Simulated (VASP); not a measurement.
Here is a VASP 6.6.1 calculation.

File INCAR:

```
SYSTEM = NbTe
PREC = Accurate
ENCUT = 520
EDIFF = 1E-7
ISMEAR = -1
SIGMA = 0.05
LREAL = .FALSE.
LASPH = .TRUE.
NELM = 60
ALGO = Normal
ISIF = 2
LWAVE = .FALSE.
LCHARG = .FALSE.
GGA = PE
NBANDS = 16
```

KPOINTS

```
Automatic mesh
0
G
  8 8 7
  0 0 0
```

File POSCAR:

```
NbTe
1.0
    3.7029743866      0.0000000000      0.0000000000
   -1.8514871933      3.2068698884      0.0000000000
    0.0000000000      0.0000000000      3.6942110000
Te Nb
1 1
Direct
    0.6666666667      0.3333333333      0.0000000000
    0.0000000000      0.0000000000      0.5000000000
```

Potentials or basis: VASP PAW PBE potentials, release 64 (Te, Nb_sv).

The run is started by

```sh
$ cat potpaw_PBE.64/Te/POTCAR potpaw_PBE.64/Nb_sv/POTCAR > POTCAR
$ mpirun -np 1 vasp_std > vasp.out
```

What does it give for the band gap on the k mesh?

None (metal or under the smearing width).

Predict the pressure.

-0.8 GPa.

Stress tensor (GPa, compression positive):
```
-1.05  0.00  0.00
 0.00 -1.05  0.00
 0.00  0.00 -0.43
```

The run has no spin-orbit coupling, so splittings on Te are missing.
